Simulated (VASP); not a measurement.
Computed with PBEsol GGA, VASP's PBE PAW potentials (set 64) (plane waves; VASP 6.6.1).

A VASP calculation is set up with these files.

**POSCAR**
```
BBi
1
    3.5616803110     0.0000000000     0.0000000000
   -1.7808401554     3.0845050516     0.0000000000
    0.0000000000     0.0000000000     5.8926445244
B Bi
2 2
Direct
  0.3333330000   0.6666670000   0.0012057242
  0.6666670000   0.3333330000   0.5012057242
  0.3333330000   0.6666670000   0.3737942758
  0.6666670000   0.3333330000   0.8737942758
```

**INCAR**
```
! general
SYSTEM  = BBi
PREC    = Accurate
ENCUT   = 620
LREAL   = .FALSE.
LASPH   = .TRUE.

! electronic loop
EDIFF   = 1E-6
NELM    = 100
ALGO    = Normal
LMAXMIX = 4

! smearing
ISMEAR  = 0
SIGMA   = 0.05

! functional
GGA     = PS

! ions
IBRION  = 2
NSW     = 40
ISIF    = 3
EDIFFG  = -0.02
PSTRESS = 450

! output
LWAVE   = .FALSE.
LCHARG  = .FALSE.
```

KPOINTS:
```
Automatic mesh
0
Gamma
7 7 4
0 0 0
```

POTCAR, in this order: B Bi_d (PBE.64 set). Program: vasp_std.

The resulting files:

OUTCAR:
```
 ion  position               nearest neighbor table
   1  0.333  0.667  0.001-   4 2.19   4 2.19   4 2.19   3 2.20
   2  0.667  0.333  0.501-   3 2.19   3 2.19   3 2.19   4 2.20
   3  0.333  0.667  0.374-   2 2.19   2 2.19   2 2.19   1 2.20   4 3.59   4 3.59   4 3.59   4 3.59
                             4 3.59   4 3.59
   4  0.667  0.333  0.874-   1 2.19   1 2.19   1 2.19   2 2.20   3 3.59   3 3.59   3 3.59   3 3.59
                             3 3.59   3 3.59
  LATTYP: Found a hexagonal cell.
 ALAT       =     3.5616803110
 C/A-ratio  =     1.6544563268
 Subroutine PRICEL returns:
 Original cell was already a primitive cell.
 Subroutine GETGRP returns: Found 12 space group operations
The static configuration has the point symmetry C_3v.
 The point group associated with its full space group is C_6v.
The dynamic configuration has the point symmetry C_3v.
 Subroutine INISYM returns: Found 12 space group operations
 Subroutine IBZKPT returns following result:
 Found     24 irreducible k-points:

 Following reciprocal coordinates:
            Coordinates               Weight
  0.000000  0.000000  0.000000      1.000000
  0.142857  0.000000  0.000000      6.000000
  0.285714  0.000000  0.000000      6.000000
...
```

**OSZICAR**
```
       N       E                     dE             d eps       ncg     rms          rms(c)
DAV:   1     0.389794748598E+03    0.38979E+03   -0.21529E+04  1056   0.235E+03
DAV:   2     0.166657635939E+02   -0.37313E+03   -0.36685E+03  1068   0.549E+02
DAV:   3    -0.194450990009E+02   -0.36111E+02   -0.35858E+02  1296   0.178E+02
DAV:   4    -0.206086096004E+02   -0.11635E+01   -0.11603E+01  1268   0.340E+01
DAV:   5    -0.206563866510E+02   -0.47777E-01   -0.47771E-01  1556   0.627E+00    0.701E+00
DAV:   6    -0.184216788193E+02    0.22347E+01   -0.58413E+00  1398   0.166E+01    0.270E+00
DAV:   7    -0.182749474775E+02    0.14673E+00   -0.95807E-01  1272   0.502E+00    0.123E+00
DAV:   8    -0.182579983937E+02    0.16949E-01   -0.96473E-02  1400   0.333E+00    0.210E-01
DAV:   9    -0.182562383596E+02    0.17600E-02   -0.10030E-02  1510   0.107E+00    0.826E-02
DAV:  10    -0.182563047241E+02   -0.66364E-04   -0.11090E-03  1466   0.334E-01    0.345E-02
DAV:  11    -0.182563036198E+02    0.11043E-05   -0.21565E-04  1484   0.167E-01    0.852E-03
DAV:  12    -0.182563014148E+02    0.22050E-05   -0.11450E-05  1076   0.237E-02    0.218E-03
DAV:  13    -0.182563014111E+02    0.36798E-08   -0.92767E-07   852   0.805E-03
   1 F= -.73843302E-01 E0= -.73843302E-01  d E =-.738433E-01
       N       E                     dE             d eps       ncg     rms          rms(c)
DAV:   1    -0.343349671313E+02   -0.16079E+02   -0.42617E+02  1320   0.295E+02    0.260E+01
DAV:   2    -0.157475941305E+02    0.18587E+02   -0.39168E+01  1284   0.172E+02    0.901E+00
DAV:   3    -0.132859800848E+02    0.24616E+01   -0.97181E+00  1480   0.599E+01    0.119E+00
DAV:   4    -0.133497000581E+02   -0.63720E-01   -0.94646E-01  1244   0.753E+00    0.672E-01
DAV:   5    -0.133564322878E+02   -0.67322E-02   -0.25753E-02  1448   0.151E+00    0.539E-01
DAV:   6    -0.133779489644E+02   -0.21517E-01   -0.20239E-02  1404   0.160E+00    0.142E-01
DAV:   7    -0.133782110970E+02   -0.26213E-03   -0.45701E-03  1456   0.465E-01    0.551E-02
DAV:   8    -0.133781147235E+02    0.96373E-04   -0.40826E-04  1340   0.166E-01    0.114E-02
DAV:   9    -0.133781208991E+02   -0.61756E-05   -0.52809E-05  1400   0.620E-02    0.461E-03
DAV:  10    -0.133781212758E+02   -0.37670E-06   -0.26170E-06  1018   0.131E-02
   2 F= 0.10919850E+01 E0= 0.10923695E+01  d E =0.116583E+01
       N       E                     dE             d eps       ncg     rms          rms(c)
DAV:   1    -0.265716656762E+02   -0.13194E+02   -0.29968E+02  1338   0.368E+02    0.158E+01
DAV:   2    -0.191079958135E+02    0.74637E+01   -0.17100E+01  1328   0.716E+01    0.693E+00
DAV:   3    -0.173641032551E+02    0.17439E+01   -0.81266E+00  1480   0.446E+01    0.101E+00
DAV:   4    -0.173652654644E+02   -0.11622E-02   -0.47503E-01  1406   0.829E+00    0.384E-01
DAV:   5    -0.173616881151E+02    0.35773E-02   -0.33355E-02  1596   0.280E+00    0.315E-01
DAV:   6    -0.173626017998E+02   -0.91368E-03   -0.63325E-03  1424   0.649E-01    0.651E-02
DAV:   7    -0.173624907948E+02    0.11100E-03   -0.10905E-03  1310   0.195E-01    0.361E-02
DAV:   8    -0.173624465945E+02    0.44200E-04   -0.14237E-04  1236   0.103E-01    0.122E-02
DAV:   9    -0.173624418939E+02    0.47005E-05   -0.35613E-05  1430   0.659E-02    0.205E-03
DAV:  10    -0.173624414689E+02    0.42499E-06   -0.18406E-06   912   0.945E-03
   3 F= -.27766510E+00 E0= -.27766510E+00  d E =-.203822E+00
       N       E                     dE             d eps       ncg     rms          rms(c)
DAV:   1    -0.173080848332E+02    0.54357E-01   -0.11847E-01  1332   0.606E+00    0.351E-01
DAV:   2    -0.173043385932E+02    0.37462E-02   -0.70232E-03  1322   0.161E+00    0.146E-01
DAV:   3    -0.173036040824E+02    0.73451E-03   -0.30105E-03  1472   0.960E-01    0.161E-02
DAV:   4    -0.173036124071E+02   -0.83248E-05   -0.15417E-04  1300   0.135E-01    0.738E-03
DAV:   5    -0.173036155126E+02   -0.31054E-05   -0.95838E-06  1336   0.525E-02    0.658E-03
DAV:   6    -0.173036193496E+02   -0.38370E-05   -0.45234E-06   926   0.146E-02    0.137E-03
DAV:   7    -0.173036198391E+02   -0.48948E-06   -0.12906E-06   618   0.136E-02
   4 F= -.27842160E+00 E0= -.27842160E+00  d E =-.204578E+00
       N       E                     dE             d eps       ncg     rms          rms(c)
DAV:   1    -0.172816163539E+02    0.22003E-01   -0.17170E-02  1338   0.231E+00    0.134E-01
DAV:   2    -0.172810706563E+02    0.54570E-03   -0.10207E-03  1328   0.614E-01    0.555E-02
DAV:   3    -0.172809649964E+02    0.10566E-03   -0.43819E-04  1472   0.366E-01    0.608E-03
DAV:   4    -0.172809673809E+02   -0.23844E-05   -0.22701E-05  1294   0.519E-02    0.278E-03
DAV:   5    -0.172809681234E+02   -0.74259E-06   -0.11087E-06   574   0.201E-02
   5 F= -.27839960E+00 E0= -.27839960E+00  d E =-.204556E+00
       N       E                     dE             d eps       ncg     rms          rms(c)
DAV:   1    -0.173167012992E+02   -0.35734E-01   -0.87971E-02  1514   0.383E+00    0.207E-01
DAV:   2    -0.173155287130E+02    0.11726E-02   -0.37723E-03  1352   0.978E-01    0.880E-02
DAV:   3    -0.173152700190E+02    0.25869E-03   -0.11840E-03  1484   0.560E-01    0.125E-02
DAV:   4    -0.173152689444E+02    0.10746E-05   -0.96593E-05  1260   0.107E-01    0.564E-03
DAV:   5    -0.173152684696E+02    0.47478E-06   -0.62549E-06  1254   0.373E-02
   6 F= -.27853189E+00 E0= -.27853189E+00  d E =-.132291E-03
       N       E                     dE             d eps       ncg     rms          rms(c)
DAV:   1    -0.173057113068E+02    0.95576E-02   -0.70676E-03  1520   0.109E+00    0.592E-02
DAV:   2    -0.173056144642E+02    0.96843E-04   -0.31441E-04  1352   0.281E-01    0.251E-02
DAV:   3    -0.173055945199E+02    0.19944E-04   -0.96326E-05  1484   0.160E-01    0.351E-03
DAV:   4    -0.173055956640E+02   -0.11441E-05   -0.79274E-06  1190   0.307E-02    0.157E-03
DAV:   5    -0.173055957624E+02   -0.98391E-07   -0.36692E-07   546   0.102E-02
   7 F= -.27856426E+00 E0= -.27856426E+00  d E =-.164655E-03
       N       E                     dE             d eps       ncg     rms          rms(c)
DAV:   1    -0.172961046438E+02    0.94910E-02   -0.44793E-02  1308   0.179E+00    0.120E-01
DAV:   2    -0.172957185623E+02    0.38608E-03   -0.19935E-03  1564   0.568E-01    0.689E-02
DAV:   3    -0.172955305301E+02    0.18803E-03   -0.72650E-04  1646   0.376E-01    0.133E-02
DAV:   4    -0.172955390098E+02   -0.84797E-05   -0.12893E-04  1228   0.142E-01    0.599E-03
DAV:   5    -0.172955395497E+02   -0.53987E-06   -0.53379E-06  1254   0.269E-02
   8 F= -.27867690E+00 E0= -.27867690E+00  d E =-.112647E-03
```

File OUTCAR:
```
------------------------ aborting loop because EDIFF is reached ----------------------------------------
  FORCE on cell =-STRESS in cart. coord.  units (eV):
  Direction    XX          YY          ZZ          XY          YZ          ZX
  --------------------------------------------------------------------------------------
  Total       16.9833567     16.9833440     17.0080993      0.0000000      0.0000000      0.0000000
  in kB      449.1139581    449.1136210    449.7682601      0.0000000      0.0000000      0.0000000
  external PRESSURE =      -0.6680536 kB  Pullay stress =     450.0000000 kB
  volume of cell :       60.59
      direct lattice vectors                 reciprocal lattice vectors
     3.481396891  0.000000000 -0.000000000     0.287241022  0.165838743 -0.000000000
    -1.740698445  3.014977017 -0.000000000    -0.000000000  0.331677487  0.000000000
     0.000000000  0.000000000  5.772182039    -0.000000000  0.000000000  0.173244709
 POSITION                                       TOTAL-FORCE (eV/Angst)
 -----------------------------------------------------------------------------------
     -0.00000      2.00999      0.00940        -0.000000     -0.000000     -0.005034
      1.74070      1.00499      2.89549        -0.000000      0.000000     -0.005034
     -0.00000      2.00999      2.15517         0.000000      0.000000      0.005034
      1.74070      1.00499      5.04126         0.000000     -0.000000      0.005034
 -----------------------------------------------------------------------------------
    total drift:                               -0.001451      0.000837      0.001461
  FREE ENERGIE OF THE ION-ELECTRON SYSTEM (eV)
  ---------------------------------------------------
  free  energy   TOTEN  =       -17.2955395497 eV

  energy  without entropy=      -17.2955395497  energy(sigma->0) =      -17.29553955
  enthalpy is  TOTEN    =        -0.2786769033 eV   P V=       17.0168626464

 reached required accuracy - stopping structural energy minimisation
```
(Selected blocks of OUTCAR.)

CONTCAR:
```
BBi
   1.00000000000000
     3.4813968907263169    0.0000000000566049   -0.0000000000000000
    -1.7406984452163912    3.0149770165660268   -0.0000000000000000
     0.0000000000000000    0.0000000000000000    5.7721820388250418
  B               Bi
     2     2
Direct
     0.3333330000000032    0.6666669999999968    0.0016278434443609
     0.6666669999999968    0.3333330000000032    0.5016278434443607
     0.3333330000000032    0.6666669999999968    0.3733721565556392
     0.6666669999999968    0.3333330000000032    0.8733721565556393
```

OUTCAR:
```
 val. band max:       11.5457076560   @ k =   0.0000   0.0000   0.0000

 cond. band min:      12.0441002461   @ k =   0.4286   0.0000   0.0000


 Fermi energy:        11.8194934986

 k-point     1 :       0.0000    0.0000    0.0000
  band No.  band energies     occupation
      1     -12.6629      2.00000
      2     -12.6538      2.00000
      3     -12.6268      2.00000
      4     -12.6268      2.00000
      5     -12.5890      2.00000
      6     -12.5890      2.00000
      7     -12.4449      2.00000
      8     -12.4449      2.00000
      9     -12.3410      2.00000
     10     -12.3410      2.00000
     11      -5.7777      2.00000
     12      -2.5858      2.00000
     13       1.3405      2.00000
     14       9.1751      2.00000
     15       9.1752      2.00000
     16      11.0858      2.00000
     17      11.5457      2.00000
     18      11.5457      2.00000
     19      12.8064      0.00000
     20      13.8465      0.00000
     21      14.4657      0.00000
     22      14.4657      0.00000

 k-point     2 :       0.1429    0.0000    0.0000
  band No.  band energies     occupation
      1     -12.6690      2.00000
      2     -12.6411      2.00000
      3     -12.6237      2.00000
      4     -12.6010      2.00000
      5     -12.5641      2.00000
      6     -12.5541      2.00000
      7     -12.4575      2.00000
      8     -12.4430      2.00000
      9     -12.3613      2.00000
     10     -12.3366      2.00000
     11      -5.4493      2.00000
     12      -2.3199      2.00000
     13       1.6453      2.00000
     14       7.1822      2.00000
     15       8.4695      2.00000
     16       9.7684      2.00000
     17      10.4930      2.00000
     18      10.9750      2.00000
     19      13.0089      0.00000
     20      14.1144      0.00000
     21      14.5256      0.00000
     22      15.1532      0.00000

 k-point     3 :       0.2857    0.0000    0.0000
  band No.  band energies     occupation
      1     -12.7081      2.00000
...
```

Energy and stress use the plane-wave basis of the starting cell. Unless said otherwise, spin-orbit coupling is left out, though it shifts the bands of the heavy elements here.

The structure was generated: BBi was put into the wurtzite type (P6_3mc), which need not be its known phase. This run relaxes it under an external pressure of 45 GPa. Symmetry was kept, so distortions that lower it aren't found.
